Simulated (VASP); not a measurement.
The input files of a VASP run:

### KPOINTS
```
Automatic mesh
0
Gamma
3 3 3
0 0 0
```

INCAR:
```
AEXX = 0.25
ALGO = Normal
EDIFF = 1E-6
ENCUT = 400
GGA = PE
HFSCREEN = 0.2
ISIF = 2
ISMEAR = 0
ISYM = 3
LASPH = .TRUE.
LCHARG = .FALSE.
LHFCALC = .TRUE.
LMAXMIX = 4
LREAL = .FALSE.
LWAVE = .FALSE.
NELM = 100
PREC = Accurate
PRECFOCK = Fast
SIGMA = 0.01
SYSTEM = BaF2
```

File POSCAR:
```
BaF2
1.0
  0.0000000000   3.1688970000   3.1688970000
  3.1688970000   0.0000000000   3.1688970000
  3.1688970000   3.1688970000   0.0000000000
Ba F
1 2
Cart
  0.0000000000   0.0000000000   0.0000000000
  1.5844485000   1.5844485000   1.5844485000
  4.7533455000   4.7533455000   4.7533455000
```

POTCAR, in this order: Ba_sv F (PBE.64 set). Program: vasp_std.

**Question.** Translate this HSE06 calculation to Ansatz.

**Answer.** One equivalent input (not run):
Ansatz 0.2 input:
```yaml
crystal:
  lattice:
    - [0.0000000, 3.1688970, 3.1688970]
    - [3.1688970, 0.0000000, 3.1688970]
    - [3.1688970, 3.1688970, 0.0000000]
  atoms:
    - { symbol: Ba, position: [0.0000000, 0.0000000, 0.0000000] }
    - { symbol: F, position: [0.2500000, 0.2500000, 0.2500000] }
    - { symbol: F, position: [0.7500000, 0.7500000, 0.7500000] }
kpoints:
  mp_grid: { grid: [3, 3, 3] }
hamiltonian:
  xc: hse06
  pseudopotentials: { kind: paw }
scf:
  occupations: { method: gaussian, width: 0.01 }
  max_iter: 100
output: { forces: true, stress: true, eigenvalues: true }
```
What does not carry over: each code has its own PAW files, so the cut-off isn't converted (ENCUT is set for VASP's; basis.ecutwfc is left out, and Ansatz then takes the one that its files recommend); Ansatz stops its SCF on the density residual and VASP on the energy change (EDIFF); Ansatz's hse06 screens at 0.11 per bohr (0.208 per Å), slightly more than HFSCREEN = 0.2.

The structure comes from a computed database's BaF2 entry; how it stands against other phases isn't given here. The cell was not relaxed at this level. The k-mesh is coarse (spacing up to 0.57 per Å, 2π included), so the numbers may not be converged in it. The run is one of a series of settings (KPOINTS 3×3×3 Γ-centred mesh against the base run), some of them coarse on purpose.
